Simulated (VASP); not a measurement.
The system is Ga2Ge2O3.

```xyz
7
Lattice="2.5409 1.4670 4.0991 -2.5409 1.4670 4.0991 0.0000 -2.9340 4.0991" Properties=species:S:1:pos:R:3 pbc="T T T"
Ga    0.0000    0.0000    6.1487
Ga    0.0000    0.0000    0.0000
Ge    0.0000    0.0000    8.8259
Ge    0.0000    0.0000    3.4715
O     1.2704    0.7335    2.0496
O     0.0000   -1.4670    2.0496
O    -1.2704    0.7335    2.0496
```

The cell was built by a generator and needn't be a form met in nature.

```yaml
Program: VASP 6.6.1
Task: relaxation of cell and atoms
Functional: PBE
Potentials_or_basis: VASP PAW PBE potentials, release 64 (Ga_d, Ge_d, O)
Cutoff: 520 eV
k_mesh: 4 × 4 × 4
Occupations: gaussian, width 0.15 eV
Spin: no spin polarisation
```

At the start: pressure 2.4 GPa; volume 13.10 Å³/atom.

Question: How do energy, volume and symmetry change on relaxing?

Answer: Over 20 steps the energy falls by 407.5 meV/atom and the volume is 17.15 Å³/atom (+30.9 %); space group R-3m (No. 166, to 0.05 Å).

The path:
| step | energy change (eV) | largest force (eV/Å) | pressure (GPa) | volume (Å³) |
| --- | --- | --- | --- | --- |
| 1 | 0.0000 | 3.1739 | 2.40 | 91.68 |
| 2 | -1.2315 | 2.1607 | 9.03 | 94.15 |
| 3 | -1.1361 | 2.7112 | 21.77 | 97.95 |
| 4 | -1.6663 | 0.2447 | 14.79 | 96.14 |
| 5 | -2.2926 | 0.0018 | 7.52 | 105.71 |
| 6 | -2.4568 | 0.2797 | 3.63 | 112.12 |
| 7 | -2.4714 | 0.3811 | 2.72 | 114.32 |
| 8 | -2.6376 | 0.2708 | 0.85 | 115.64 |
| 9 | -2.7136 | 1.0737 | -1.16 | 117.23 |
| 10 | -2.7901 | 0.6270 | 0.06 | 116.44 |
| 11 | -2.8161 | 0.2624 | 1.37 | 115.78 |
| 12 | -2.8176 | 0.1757 | 1.98 | 115.59 |
| 13 | -2.8421 | 0.2021 | 0.92 | 117.97 |
| 14 | -2.8499 | 0.2045 | -0.48 | 120.74 |
| 15 | -2.8501 | 0.2223 | -0.14 | 120.22 |
| 16 | -2.8501 | 0.2040 | -0.79 | 120.40 |
| 17 | -2.8481 | 0.2007 | 0.80 | 118.99 |
| 18 | -2.8516 | 0.1051 | 0.41 | 119.89 |
| 19 | -2.8526 | 0.1041 | 0.02 | 120.09 |
| 20 | -2.8526 | 0.0073 | 0.24 | 120.02 |

Final structure:
```xyz
7
Lattice="2.8086 1.6216 4.3922 -2.8086 1.6216 4.3922 0.0000 -3.2431 4.3922" Properties=species:S:1:pos:R:3 pbc="T T T"
Ga    0.0000    0.0000    6.5883
Ga    0.0000    0.0000    0.0000
Ge    0.0000    0.0000    9.9957
Ge    0.0000    0.0000    3.1810
O     1.4043    0.8108    2.1961
O     0.0000   -1.6216    2.1961
O    -1.4043    0.8108    2.1961
```

Caveat: the volume moved by over 15 % at a fixed basis, so the end points are rough.
